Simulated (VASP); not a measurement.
CdSe (relaxed from the zinc blende structure, space group F-43m) relaxed at rising pressure, in one space group throughout; other phases were not tried. The pressures are those reached. Computed with PBEsol GGA, VASP's PBE PAW potentials (set 64) (plane waves; VASP).

```
P (GPa)  V (Å³/atom)  k-mesh
-------  -----------  ------
0.02          28.296   8×8×8
5.00          26.137   8×8×8
9.96          24.649   8×8×8
19.94         22.590   8×8×8
29.93         21.168   8×8×8
```

A change of mesh leaves a small step in the series.

Question: Fit an equation of state and predict the volume at 45.05 GPa.

Answer: Least squares on the third-order Birch-Murnaghan form, P = (3B0/2)(y⁷ − y⁵)[1 + (3/4)(B′ − 4)(y² − 1)] with y = (V0/V)^(1/3), gives V0 = 28.305 Å³/atom, B0 = 52 GPa and B′ = 4.6, and so 19.632 Å³/atom. The run gave 19.627 Å³/atom, -0.0 % from the fit.

Pressures at which the relaxation failed are left out.

The structure was generated: CdSe was put into the zinc blende type (F-43m), which need not be its known phase.
